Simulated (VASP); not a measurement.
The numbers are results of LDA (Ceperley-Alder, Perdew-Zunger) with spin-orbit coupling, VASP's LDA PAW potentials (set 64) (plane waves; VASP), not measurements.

Input for VASP

### KPOINTS
```
K-points
0
gamma
  8 8 8
```

**INCAR**
```
LASPH = T
MAGMOM = 9*0
ISMEAR = 0   ! Gaussian
LMAXMIX = 6
ENCUT = 400   ! plane-wave cut-off (eV)
LREAL = F   ! projection in real space or not
LSORBIT = T
NELM = 100
LCHARG = F
EDIFF = 1E-6   ! SCF stop (eV)
LWAVE = F
GGA_COMPAT = F
ALGO = Normal
PREC = Accurate
SYSTEM = PtAl2
SIGMA = 0.05
```

### POSCAR
```
PtAl2
1
    0.0000000000     2.9288542848     2.9288542848
    2.9288542848     0.0000000000     2.9288542848
    2.9288542848     2.9288542848     0.0000000000
Al Pt
2 1
Direct
  0.2500000000   0.2500000000   0.2500000000
  0.7500000000   0.7500000000   0.7500000000
  0.0000000000   0.0000000000   0.0000000000
```

### KPOINTS_OPT
```
k-points along high-symmetry lines
8
Line-mode
Reciprocal
  0.000000   0.000000   0.000000 ! GAMMA
  0.500000   0.000000   0.500000 ! X

  0.500000   0.000000   0.500000 ! X
  0.625000   0.250000   0.625000 ! U

  0.375000   0.375000   0.750000 ! K
  0.000000   0.000000   0.000000 ! GAMMA

  0.000000   0.000000   0.000000 ! GAMMA
  0.500000   0.500000   0.500000 ! L

  0.500000   0.500000   0.500000 ! L
  0.500000   0.250000   0.750000 ! W

  0.500000   0.250000   0.750000 ! W
  0.500000   0.000000   0.500000 ! X
```

POTCAR, in this order: Al Pt (LDA.64 set). Program: vasp_ncl.

What does the run give for the energy per atom (σ→0), band gap (over mesh and band path)?

```json
{
 "energy per atom (σ→0)": "-6.316 eV/atom",
 "band gap (over mesh and band path)": "none (metal, semimetal or under 0.01 eV)"
}
```

File OSZICAR:
```
...
DAV:   8    -0.189545779703E+02    0.35746E-01   -0.20218E-02  1736   0.119E+00    0.119E+00
DAV:   9    -0.189473424212E+02    0.72355E-02   -0.78270E-03  1616   0.900E-01    0.223E-01
DAV:  10    -0.189473112564E+02    0.31165E-04   -0.33120E-04  1744   0.154E-01    0.102E-01
DAV:  11    -0.189473142394E+02   -0.29830E-05   -0.62555E-05  1632   0.778E-02    0.155E-02
DAV:  12    -0.189473140254E+02    0.21395E-06   -0.10630E-06  1440   0.102E-02
   1 F= -.18947314E+02 E0= -.18946727E+02  d E =-.117370E-02  mag=     0.0000     0.0000     0.0000
       N       E                     dE             ncg
       N       E                     dE             ncg
```

The compound is PtAl2 in the fluorite structure. It was relaxed first.
